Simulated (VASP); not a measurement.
Method: PBE GGA, VASP's PBE PAW potentials (set 64) (plane waves; VASP).

VASP ran on this input.

File KPOINTS:
```
Automatic mesh
0
Gamma
8 8 3
0 0 0
```

INCAR:
```
SYSTEM = Gd
PREC = Accurate; ENCUT = 300; LREAL = .FALSE.
LASPH = .TRUE.
EDIFF = 1E-6; NELM = 100; ALGO = Normal
LMAXMIX = 6
ISMEAR = -1; SIGMA = 0.1
GGA = PE
ISPIN = 2; MAGMOM = 4*7.0
ISIF = 2
LWAVE = .FALSE.; LCHARG = .FALSE.; LORBIT = 11
```

### POSCAR
```
Gd
1
    3.6463880000     0.0000000000     0.0000000000
   -1.8231940000     3.1578640000     0.0000000000
    0.0000000000     0.0000000000    11.7322780000
Gd
4
Direct
  0.0000000000   0.0000000000   0.0000000000
  0.0000000000   0.0000000000   0.5000000000
  0.3333330000   0.6666670000   0.2500000000
  0.6666670000   0.3333330000   0.7500000000
```

POTCAR, in this order: Gd (PBE.64 set). Program: vasp_std.

The resulting files:

### OSZICAR
```
       N       E                     dE             d eps       ncg     rms          rms(c)
DAV:   1     0.661636709889E+03    0.66164E+03   -0.16216E+04  5544   0.232E+03
DAV:   2     0.166742300323E+03   -0.49489E+03   -0.40265E+03  5536   0.349E+02
DAV:   3    -0.411733780208E+01   -0.17086E+03   -0.15995E+03  5022   0.174E+02
DAV:   4    -0.337796321330E+02   -0.29662E+02   -0.29173E+02  7846   0.691E+01
DAV:   5    -0.376881072867E+02   -0.39085E+01   -0.38773E+01  8179   0.280E+01    0.792E+01
DAV:   6    -0.610627957210E+02   -0.23375E+02   -0.50708E+01  5508   0.943E+01    0.136E+02
DAV:   7    -0.480586870081E+02    0.13004E+02   -0.35865E+01  6068   0.772E+01    0.690E+01
DAV:   8    -0.472303976302E+02    0.82829E+00   -0.61907E+00  6258   0.251E+01    0.406E+01
DAV:   9    -0.464344560363E+02    0.79594E+00   -0.44908E+00  5763   0.195E+01    0.431E+01
DAV:  10    -0.867689767661E+02   -0.40335E+02   -0.25835E+01  6074   0.975E+01    0.150E+02
DAV:  11    -0.679308335803E+02    0.18838E+02   -0.95991E+00  6336   0.182E+01    0.134E+02
DAV:  12    -0.665206873115E+02    0.14101E+01   -0.18495E+01  5875   0.163E+01    0.126E+02
DAV:  13    -0.499545165863E+02    0.16566E+02   -0.11598E+01  6351   0.150E+01    0.629E+01
DAV:  14    -0.471741847623E+02    0.27803E+01   -0.18717E+00  7354   0.826E+00    0.306E+01
DAV:  15    -0.471209410007E+02    0.53244E-01   -0.26960E-01  7366   0.202E+00    0.297E+01
DAV:  16    -0.467462703501E+02    0.37467E+00   -0.21905E-01  6042   0.362E+00    0.255E+01
DAV:  17    -0.467769470001E+02   -0.30677E-01   -0.87751E-02  7662   0.252E+00    0.230E+01
DAV:  18    -0.467551287646E+02    0.21818E-01   -0.10311E-01  7269   0.299E+00    0.196E+01
DAV:  19    -0.467212126550E+02    0.33916E-01   -0.69270E-02  7696   0.175E+00    0.154E+01
DAV:  20    -0.466811399871E+02    0.40073E-01   -0.67183E-02  7161   0.197E+00    0.122E+01
DAV:  21    -0.466030178142E+02    0.78122E-01   -0.68023E-02  6832   0.284E+00    0.105E+01
DAV:  22    -0.465540668558E+02    0.48951E-01   -0.53441E-02  7792   0.182E+00    0.941E+00
DAV:  23    -0.465553384882E+02   -0.12716E-02   -0.23337E-02  7563   0.661E-01    0.957E+00
DAV:  24    -0.465669622190E+02   -0.11624E-01   -0.46049E-03  6458   0.105E+00    0.771E+00
DAV:  25    -0.465752119115E+02   -0.82497E-02   -0.32761E-03  7215   0.420E-01    0.706E+00
DAV:  26    -0.465533486030E+02    0.21863E-01   -0.22451E-02  6111   0.183E+00    0.477E+00
DAV:  27    -0.465479494459E+02    0.53992E-02   -0.24540E-02  6425   0.199E+00    0.214E+00
DAV:  28    -0.465462477479E+02    0.17017E-02   -0.18025E-02  6942   0.279E+00    0.229E+00
DAV:  29    -0.465451464438E+02    0.11013E-02   -0.75134E-03  7882   0.165E+00    0.289E+00
DAV:  30    -0.465453949061E+02   -0.24846E-03   -0.36043E-03  6556   0.126E+00    0.283E+00
DAV:  31    -0.465455403606E+02   -0.14545E-03   -0.29156E-03  7291   0.406E-01    0.290E+00
DAV:  32    -0.465464736137E+02   -0.93325E-03   -0.13263E-03  6716   0.923E-01    0.220E+00
DAV:  33    -0.465486827625E+02   -0.22091E-02   -0.20930E-03  5958   0.951E-01    0.172E+00
DAV:  34    -0.465497658226E+02   -0.10831E-02   -0.14384E-03  7413   0.337E-01    0.147E+00
DAV:  35    -0.465493892736E+02    0.37655E-03   -0.68268E-04  6970   0.255E-01    0.138E+00
DAV:  36    -0.465493056693E+02    0.83604E-04   -0.10187E-04  7944   0.567E-02    0.145E+00
DAV:  37    -0.465492017144E+02    0.10395E-03   -0.43549E-05  8347   0.871E-02    0.139E+00
DAV:  38    -0.465494958559E+02   -0.29414E-03   -0.28698E-05  7132   0.945E-02    0.138E+00
DAV:  39    -0.465484149412E+02    0.10809E-02   -0.13955E-04  5606   0.350E-01    0.120E+00
DAV:  40    -0.465473753758E+02    0.10396E-02   -0.26957E-04  6449   0.426E-01    0.104E+00
DAV:  41    -0.465466921176E+02    0.68326E-03   -0.27344E-04  6843   0.450E-01    0.880E-01
DAV:  42    -0.465463966891E+02    0.29543E-03   -0.24519E-04  7507   0.244E-01    0.706E-01
DAV:  43    -0.465464462567E+02   -0.49568E-04   -0.20868E-04  6680   0.113E-01    0.761E-01
DAV:  44    -0.465463517523E+02    0.94504E-04   -0.34413E-05  6786   0.731E-02    0.669E-01
DAV:  45    -0.465463103655E+02    0.41387E-04   -0.24591E-05  6654   0.489E-02    0.710E-01
DAV:  46    -0.465462217579E+02    0.88608E-04   -0.17548E-05  6616   0.811E-02    0.698E-01
DAV:  47    -0.465458459151E+02    0.37584E-03   -0.96905E-05  5330   0.356E-01    0.659E-01
DAV:  48    -0.465455770766E+02    0.26884E-03   -0.13855E-04  6455   0.404E-01    0.499E-01
DAV:  49    -0.465454329003E+02    0.14418E-03   -0.12705E-04  6780   0.376E-01    0.344E-01
DAV:  50    -0.465453922675E+02    0.40633E-04   -0.11752E-04  7444   0.178E-01    0.182E-01
DAV:  51    -0.465453309078E+02    0.61360E-04   -0.14304E-04  6224   0.529E-01    0.123E-01
DAV:  52    -0.465453666093E+02   -0.35701E-04   -0.15811E-04  7597   0.171E-01    0.177E-01
DAV:  53    -0.465453727167E+02   -0.61074E-05   -0.14828E-04  6108   0.122E-01    0.249E-01
DAV:  54    -0.465453624532E+02    0.10264E-04   -0.10516E-05  5999   0.128E-01    0.192E-01
DAV:  55    -0.465453663922E+02   -0.39390E-05   -0.13584E-05  6342   0.570E-02    0.140E-01
DAV:  56    -0.465453621313E+02    0.42609E-05   -0.12892E-05  5964   0.119E-01    0.115E-01
DAV:  57    -0.465453631462E+02   -0.10149E-05   -0.82587E-06  6310   0.174E-02    0.166E-01
DAV:  58    -0.465453635465E+02   -0.40022E-06   -0.24721E-06  3681   0.108E-02
   1 F= -.46545364E+02 E0= -.46374223E+02  d E =-.342282E+00  mag=    29.7243
```

### OUTCAR
```
------------------------ aborting loop because EDIFF is reached ----------------------------------------
  FORCE on cell =-STRESS in cart. coord.  units (eV):
  Direction    XX          YY          ZZ          XY          YZ          ZX
  --------------------------------------------------------------------------------------
  Total       -0.3738620     -0.3738618     -0.2672691      0.0000000      0.0000000      0.0000000
  in kB       -4.4338727     -4.4338709     -3.1697188      0.0000000      0.0000000      0.0000000
  external PRESSURE =      -4.0124875 kB  Pullay stress =       0.0000000 kB
  volume of cell :      135.09
      direct lattice vectors                 reciprocal lattice vectors
     3.646388000  0.000000000  0.000000000     0.274243992  0.158334874  0.000000000
    -1.823194000  3.157864000  0.000000000     0.000000000  0.316669749  0.000000000
     0.000000000  0.000000000 11.732278000     0.000000000  0.000000000  0.085234939
 POSITION                                       TOTAL-FORCE (eV/Angst)
 -----------------------------------------------------------------------------------
      0.00000      0.00000      0.00000        -0.000000      0.000000     -0.000000
      0.00000      0.00000      5.86614        -0.000000      0.000000     -0.000000
     -0.00000      2.10524      2.93307         0.000000      0.000000      0.000000
      1.82320      1.05262      8.79921        -0.000000     -0.000000      0.000000
 -----------------------------------------------------------------------------------
    total drift:                                0.000000     -0.000000      0.000000
  FREE ENERGIE OF THE ION-ELECTRON SYSTEM (eV)
  ---------------------------------------------------
  free  energy   TOTEN  =       -46.5453635465 eV

  energy  without entropy=      -46.2030817088  energy(sigma->0) =      -46.37422263

 total charge

# of ion       s       p       d       f       tot
--------------------------------------------------
    1        2.070   5.544   0.544   7.034  15.192
    2        2.070   5.544   0.544   7.034  15.192
    3        2.071   5.544   0.544   7.032  15.192
    4        2.071   5.544   0.544   7.032  15.192
--------------------------------------------------
tot          8.282  22.176   2.178  28.132  60.768

 magnetization (x)

# of ion       s       p       d       f       tot
--------------------------------------------------
    1        0.003  -0.046   0.181   6.770   6.908
    2        0.003  -0.046   0.181   6.770   6.908
    3        0.002  -0.044   0.176   6.771   6.905
    4        0.002  -0.044   0.176   6.771   6.905
--------------------------------------------------
tot          0.009  -0.179   0.713  27.083  27.626
```
(Selected blocks of OUTCAR.)

OUTCAR:
```
 val. band max:        2.8889607305   @ k =   0.2500   0.2500   0.0000

 cond. band min:       2.8970350749   @ k =   0.5000   0.0000   0.0000


 Fermi energy:         2.8953082272

 spin component 1

 k-point     1 :       0.0000    0.0000    0.0000
  band No.  band energies     occupation
      1     -42.3134      1.00000
      2     -42.2870      1.00000
      3     -42.2787      1.00000
      4     -42.2520      1.00000
      5     -20.0535      1.00000
      6     -19.7289      1.00000
      7     -19.7256      1.00000
      8     -19.4838      1.00000
      9     -19.4838      1.00000
     10     -19.4402      1.00000
     11     -19.4402      1.00000
     12     -19.4336      1.00000
     13     -19.4336      1.00000
     14     -19.3892      1.00000
     15     -19.3892      1.00000
     16     -19.3781      1.00000
     17      -2.1158      1.00000
     18      -1.8740      1.00000
     19      -1.8657      1.00000
     20      -1.8464      1.00000
     21      -1.8436      1.00000
     22      -1.8276      1.00000
     23      -1.8276      1.00000
     24      -1.8229      1.00000
     25      -1.8229      1.00000
     26      -1.8203      1.00000
     27      -1.8195      1.00000
     28      -1.7967      1.00000
     29      -1.7967      1.00000
     30      -1.7852      1.00000
     31      -1.7831      1.00000
     32      -1.7831      1.00000
     33      -1.7793      1.00000
     34      -1.7793      1.00000
     35      -1.7574      1.00000
     36      -1.7574      1.00000
     37      -1.7569      1.00000
     38      -1.7273      1.00000
     39      -1.7269      1.00000
     40      -1.7258      1.00000
     41      -1.7258      1.00000
     42      -1.7257      1.00000
     43      -1.7257      1.00000
     44      -1.7149      1.00000
     45      -1.7145      1.00000
     46      -0.6700      1.00000
     47      -0.6682      1.00000
     48       0.4843      1.00000
     49       3.3536      0.01012
...
```

At this cut-off the stress carries a Pulay error, which pulls relaxed volumes low.

The structure was generated: Gd was put into an ordered model structure, which need not be its known phase. The cell was not relaxed at this level.
